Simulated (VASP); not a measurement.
Energy against volume of PbS (rock salt). Method: PW91 GGA, VASP's PBE PAW potentials (set 64) (plane waves; VASP). Settings: 520 eV cut-off, 8×8×8 Γ-centred mesh, Gaussian smearing of 0.050 eV, potentials Pb_d S.

| V (Å³/atom) | E (eV/atom) |
|---|---|
| 25.414 | -4.39655 |
| 26.225 | -4.41113 |
| 27.036 | -4.41599 |
| 27.847 | -4.41261 |

Fit these four points and predict the energy of the run at 28.659 Å³/atom.

A cubic in V^(−2/3), the third-order Birch-Murnaghan form, passes through the four points with V0 = 27.09 Å³/atom and B0 = 54 GPa, and gives -4.4022 eV/atom there. The run gave -4.4022 eV/atom, +0.0 meV/atom from the fit; all five points give B0 = 54 GPa.

The compound is PbS in the rock salt structure. It was relaxed first.
